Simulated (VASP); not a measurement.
VASP input:

### POSCAR
```
ZrSe
1
    3.3159623763    -0.0000000000    -0.0000000000
    0.0000000000     3.3159623763     0.0000000000
    0.0000000000     0.0000000000     3.3159623763
Zr Se
1 1
Direct
  0.0000000000   0.0000000000   0.0000000000
  0.5000000000   0.5000000000   0.5000000000
```

### INCAR
```
! general
SYSTEM =ZrSe
PREC   =Accurate
ENCUT  =400   ! plane-wave cut-off (eV)
LREAL  =.FALSE.   ! projection in real space or not
LASPH  =.TRUE.

! electronic loop
EDIFF  =1E-6   ! SCF stop (eV)
NELM   =100   ! most electronic steps
ALGO   =Normal   ! blocked Davidson
LMAXMIX=4   ! l cut-off of mixed one-centre charges

! smearing
ISMEAR =1   ! Methfessel-Paxton
SIGMA  =0.1

! functional
GGA    =PS   ! PBEsol

! ions
IBRION =2
NSW    =60   ! most ionic steps
ISIF   =3
EDIFFG =-0.01   ! ionic stop

! output
LWAVE  =.FALSE.
LCHARG =.FALSE.
```

### KPOINTS
```
Automatic mesh
0
G
10 10 10
```

POTCAR, in this order: Zr_sv Se (PBE.64 set). Program: vasp_std.

**Question.** Write an equivalent input for Quantum ESPRESSO's pw.x.

**Answer.** One equivalent input (not run):
```
&CONTROL
  calculation = 'vc-relax'
  pseudo_dir = './pseudo'
  outdir = './out'
  tprnfor = .true.
  tstress = .true.
  nstep = 60
  forc_conv_thr = 0.00039
/
&SYSTEM
  ibrav = 0
  nat = 2
  ntyp = 2
  ecutwfc = 86
  occupations = 'smearing'
  smearing = 'methfessel-paxton'
  degauss = 0.00735
  input_dft = 'pbesol'
/
&ELECTRONS
  conv_thr = 7.3e-08
  electron_maxstep = 100
/
&IONS
/
&CELL
/
ATOMIC_SPECIES
  Zr 91.224 Zr.upf
  Se 78.971 Se.upf
CELL_PARAMETERS angstrom
     3.3159624   -0.0000000   -0.0000000
     0.0000000    3.3159624    0.0000000
     0.0000000    0.0000000    3.3159624
ATOMIC_POSITIONS crystal
  Zr   0.0000000  0.0000000  0.0000000
  Se   0.5000000  0.5000000  0.5000000
K_POINTS automatic
  10 10 10 0 0 0
```
What does not carry over: the potentials are each code's own (VASP's PAW set, PseudoDojo norm-conserving files in pw.x), so ENCUT and ecutwfc are chosen apart and not converted; conv_thr bounds pw.x's estimated SCF error, while EDIFF bounds the energy change between steps; forc_conv_thr acts on force components and is met together with etot_conv_thr.

The structure was generated: ZrSe was put into the CsCl type (Pm-3m), which need not be its known phase. It was relaxed first, which changed the volume by +6 %. The start is the result of an earlier pass.
